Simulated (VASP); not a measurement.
The input files of a VASP run:

**INCAR**
```
AGGAC = 0.0
ALGO = Normal
EDIFF = 1E-7
ENCUT = 520
GGA = ML
ISIF = 2
ISMEAR = -5
LASPH = T
LCHARG = T
LEFG = T
LMAXMIX = 4
LORBIT = 11
LREAL = F
LUSE_VDW = T
LWAVE = F
NEDOS = 601
NELM = 100
PREC = Accurate
SYSTEM = SrVO3
ZAB_VDW = -1.8867
```

POSCAR:
```
SrVO3
3.92390
  1.0000001136   0.0000000000   0.0000000000
  0.0000000000   1.0000001136   0.0000000000
  0.0000000000   0.0000000000   1.0000001136
Sr V O
1 1 3
Cart
  0.0000000000   0.0000000000   0.0000000000
  0.5000000568   0.5000000568   0.5000000568
  0.5000000568   0.0000000000   0.5000000568
  0.0000000000   0.5000000568   0.5000000568
  0.5000000568   0.5000000568   0.0000000000
```

**KPOINTS**
```
Automatic mesh
0
Gamma
9 9 9
0 0 0
```

POTCAR, in this order: Sr_sv V_sv O (PBE.64 set). Program: vasp_std.

**Question.** Write an equivalent input for Quantum ESPRESSO's pw.x.

**Answer.** One equivalent input (not run):
```
&CONTROL
  calculation = 'scf'
  pseudo_dir = './pseudo'
  outdir = './out'
  tprnfor = .true.
  tstress = .true.
/
&SYSTEM
  ibrav = 0
  nat = 5
  ntyp = 3
  ecutwfc = 84
  occupations = 'tetrahedra'
  input_dft = 'vdw-df2'
/
&ELECTRONS
  conv_thr = 7.3e-09
  electron_maxstep = 100
/
ATOMIC_SPECIES
  Sr 87.620 Sr.upf
  V 50.941 V.upf
  O 15.999 O.upf
CELL_PARAMETERS angstrom
     3.9239004    0.0000000    0.0000000
     0.0000000    3.9239004    0.0000000
     0.0000000    0.0000000    3.9239004
ATOMIC_POSITIONS crystal
  Sr   0.0000000  0.0000000  0.0000000
  V    0.5000000  0.5000000  0.5000000
  O    0.5000000  0.0000000  0.5000000
  O    0.0000000  0.5000000  0.5000000
  O    0.5000000  0.5000000  0.0000000
K_POINTS automatic
  9 9 9 0 0 0
```
The two are equivalent in intent, not identical: the potentials are each code's own (VASP's PAW set, PseudoDojo norm-conserving files in pw.x), so ENCUT and ecutwfc are chosen apart and not converted; conv_thr bounds pw.x's estimated SCF error, while EDIFF bounds the energy change between steps; the field gradients of LEFG aren't asked of the other code.

The compound is SrVO3 in the cubic perovskite structure. It was relaxed first, which changed the volume by +7 %.
